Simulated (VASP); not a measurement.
All values below come from r2SCAN meta-GGA, VASP's PBE PAW potentials (set 64) (plane waves; VASP).

VASP ran on this input.

POSCAR:
```
YSe
1
    0.0000000000     3.1855806422     3.1855806422
    3.1855806422     0.0000000000     3.1855806422
    3.1855806422     3.1855806422     0.0000000000
Y Se
1 1
Direct
  0.0000000000   0.0000000000   0.0000000000
  0.2500000000   0.2500000000   0.2500000000
```

KPOINTS:
```
Automatic mesh
0
Gamma
11 11 11
0 0 0
```

**INCAR**
```
SYSTEM = YSe
PREC = Accurate
ENCUT = 400
EDIFF = 1E-7
NELM = 100
ALGO = Normal
LREAL = .FALSE.
LASPH = .TRUE.
ISMEAR = -5
METAGGA = R2SCAN
LMIXTAU = .TRUE.
LMAXMIX = 4
LWAVE = .FALSE.
LCHARG = .FALSE.
LORBIT = 11
NEDOS = 601
ISIF = 2
```

### KPOINTS_OPT
```
k-points along high-symmetry lines
10
Line-mode
Reciprocal
  0.000000   0.000000   0.000000 ! GAMMA
 -0.500000  -0.500000   0.000000 ! X

 -0.500000  -0.500000   0.000000 ! X
 -0.375000  -0.375000   0.250000 ! U

 -0.375000   0.000000   0.375000 ! K
  0.000000   0.000000   0.000000 ! GAMMA

  0.000000   0.000000   0.000000 ! GAMMA
  0.000000   0.000000   0.500000 ! L

  0.000000   0.000000   0.500000 ! L
 -0.500000  -0.250000   0.250000 ! W

 -0.500000  -0.250000   0.250000 ! W
 -0.500000  -0.500000   0.000000 ! X
```

POTCAR, in this order: Y_sv Se (PBE.64 set). Program: vasp_std.

Output

### OUTCAR
```
 ion  position               nearest neighbor table
   1  0.000  0.000  0.000-   2 2.76   2 2.76   2 2.76   2 2.76
   2  0.250  0.250  0.250-   1 2.76   1 2.76   1 2.76   1 2.76
  LATTYP: Found a face centered cubic cell.
 ALAT       =     6.3711612844
 Subroutine PRICEL returns:
 Original cell was already a primitive cell.
 Subroutine GETGRP returns: Found 24 space group operations
The static configuration has the point symmetry T_d .
The dynamic configuration has the point symmetry T_d .
 Subroutine INISYM returns: Found 24 space group operations
 Subroutine IBZKPT returns following result:
 Found     56 irreducible k-points:

 Following reciprocal coordinates:
            Coordinates               Weight
  0.000000  0.000000  0.000000      1.000000
  0.090909  0.000000  0.000000      8.000000
  0.181818  0.000000  0.000000      8.000000
  0.272727  0.000000  0.000000      8.000000
  0.363636  0.000000  0.000000      8.000000
  0.454545  0.000000  0.000000      8.000000
  0.090909  0.090909  0.000000      6.000000
  0.181818  0.090909  0.000000     24.000000
  0.272727  0.090909  0.000000     24.000000
...
```

**OSZICAR**
```
       N       E                     dE             d eps       ncg     rms          rms(c)
DAV:   1     0.346544503214E+02    0.34654E+02   -0.69780E+03  1344   0.104E+03
DAV:   2    -0.376814903515E+02   -0.72336E+02   -0.68872E+02  1684   0.213E+02
DAV:   3    -0.423684735651E+02   -0.46870E+01   -0.46314E+01  1876   0.462E+01
DAV:   4    -0.426411436731E+02   -0.27267E+00   -0.27111E+00  2136   0.101E+01
DAV:   5    -0.426452361417E+02   -0.40925E-02   -0.41007E-02  1800   0.113E+00    0.258E+01
DAV:   6    -0.375162017073E+02    0.51290E+01   -0.33808E+00  1748   0.129E+01    0.192E+01
DAV:   7    -0.381552115809E+02   -0.63901E+00   -0.19561E+00  2460   0.953E+00    0.219E+00
DAV:   8    -0.385857481015E+02   -0.43054E+00   -0.11379E+00  2172   0.810E+00    0.359E+00
DAV:   9    -0.377636949970E+02    0.82205E+00   -0.80762E-01  1580   0.707E+00    0.270E+00
DAV:  10    -0.377505964227E+02    0.13099E-01   -0.12515E-01  1552   0.353E+00    0.334E-01
DAV:  11    -0.377872669370E+02   -0.36671E-01   -0.28817E-02  1684   0.140E+00    0.240E-01
DAV:  12    -0.377916958581E+02   -0.44289E-02   -0.56021E-03  1680   0.735E-01    0.265E-01
DAV:  13    -0.377923100481E+02   -0.61419E-03   -0.24555E-03  1640   0.445E-01    0.582E-02
DAV:  14    -0.377929543533E+02   -0.64431E-03   -0.13747E-03  1656   0.327E-01    0.955E-02
DAV:  15    -0.377925865484E+02    0.36780E-03   -0.81351E-04  1580   0.262E-01    0.341E-02
DAV:  16    -0.377925790212E+02    0.75273E-05   -0.39725E-05  1752   0.625E-02    0.323E-02
DAV:  17    -0.377925876691E+02   -0.86479E-05   -0.13021E-04  1536   0.104E-01    0.593E-03
DAV:  18    -0.377925972755E+02   -0.96064E-05   -0.68831E-06  2196   0.223E-02    0.812E-03
DAV:  19    -0.377925931403E+02    0.41352E-05   -0.18757E-06  1620   0.124E-02    0.561E-03
DAV:  20    -0.377925988499E+02   -0.57096E-05   -0.26725E-06  1640   0.146E-02    0.267E-03
DAV:  21    -0.377926006595E+02   -0.18096E-05   -0.48588E-06  1532   0.201E-02    0.449E-03
DAV:  22    -0.377926009826E+02   -0.32303E-06   -0.24706E-07  1712   0.542E-03    0.266E-03
DAV:  23    -0.377926010030E+02   -0.20487E-07   -0.95281E-07  1536   0.984E-03
   1 F= -.37792601E+02 E0= -.37792601E+02  d E =0.000000E+00
       N       E                     dE             ncg
       N       E                     dE             ncg
```

**OUTCAR**
```
------------------------ aborting loop because EDIFF is reached ----------------------------------------
  FORCE on cell =-STRESS in cart. coord.  units (eV):
  Direction    XX          YY          ZZ          XY          YZ          ZX
  --------------------------------------------------------------------------------------
  Total        0.0104767      0.0104767      0.0104767     -0.0000000     -0.0000000      0.0000000
  in kB        0.2596195      0.2596195      0.2596195     -0.0000000     -0.0000000      0.0000000
  external PRESSURE =       0.2596195 kB  Pullay stress =       0.0000000 kB
  volume of cell :       64.65
      direct lattice vectors                 reciprocal lattice vectors
     0.000000000  3.185580642  3.185580642    -0.156957257  0.156957257  0.156957257
     3.185580642  0.000000000  3.185580642     0.156957257 -0.156957257  0.156957257
     3.185580642  3.185580642  0.000000000     0.156957257  0.156957257 -0.156957257
 POSITION                                       TOTAL-FORCE (eV/Angst)
 -----------------------------------------------------------------------------------
      0.00000      0.00000      0.00000         0.000000      0.000000      0.000000
      1.59279      1.59279      1.59279        -0.000000     -0.000000     -0.000000
 -----------------------------------------------------------------------------------
    total drift:                                0.000000      0.000000      0.000000
  FREE ENERGIE OF THE ION-ELECTRON SYSTEM (eV)
  ---------------------------------------------------
  free  energy   TOTEN  =       -37.7926010030 eV

  energy  without entropy=      -37.7926010030  energy(sigma->0) =      -37.79260100

 total charge

# of ion       s       p       d       f       tot
--------------------------------------------------
    1        2.158   6.302   0.954   0.040   9.454
    2        1.429   2.548   0.030   0.000   4.007
--------------------------------------------------
tot          3.587   8.849   0.985   0.040  13.461
```
(Selected blocks of OUTCAR.)

For a metal the tetrahedron method with Blöchl corrections gives inexact stress and forces.

The structure was generated: YSe was put into the zinc blende type (F-43m), which need not be its known phase. It was relaxed first, which changed the volume by -30 %. The electron count is odd and the run is not spin-polarised, which forces a metal.
